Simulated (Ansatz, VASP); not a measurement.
MoAu6: VASP beside Ansatz

```xyz
7
Lattice="5.0476 0.0000 0.0000 0.0000 5.0476 0.0000 0.0000 0.0000 5.0476" Properties=species:S:1:pos:R:3 pbc="T T T"
Mo    0.0000    0.0000    0.0000
Au    4.0387    2.5238    2.5238
Au    1.0089    2.5238    2.5238
Au    2.5238    2.5238    4.0387
Au    2.5238    2.5238    1.0089
Au    2.5238    1.0089    2.5238
Au    2.5238    4.0387    2.5238
```

Change from the starting cell: species swapped into the LaB6 type (Pm-3m, No. 221).

Alike in both runs: task single point; functional PBE; k mesh 4 × 4 × 4; occupations gaussian, width 0.1 eV; no spin polarisation.

|  | VASP | Ansatz |
| --- | --- | --- |
| version | VASP 6.6.1 | Ansatz 0.2.0 |
| potentials or method | VASP PAW PBE potentials, release 64 (Mo_sv, Au) | scalar-relativistic, plane waves, PAW |
| plane-wave cutoff (eV) | 520 | 420 |
| valence electrons in the cell | 80 | 128 |

VASP gave:

| Quantity | Value |
| --- | --- |
| gap on the k mesh at the Fermi level (eV) | none |
| rms of the force components (eV/Å) | 10.511 |

**Question.** Estimate Ansatz's values.

**Answer.** gap on the k mesh at the Fermi level (eV): none; rms of the force components (eV/Å): 9.809.

Atom by atom the forces differ by 0.701 eV/Å (rms over components). A gap of «none» marks a metal or a gap that the smearing closes. The functional is the same, so the differences come from potentials, cutoffs and numerics. The two sets of potentials don't hold the same shells in valence.

Caveats: forces of over 1 eV/Å show positions far from the minimum, so gaps and moduli don't describe the material at rest. Spin-orbit coupling is left out, which matters for the levels of Au.
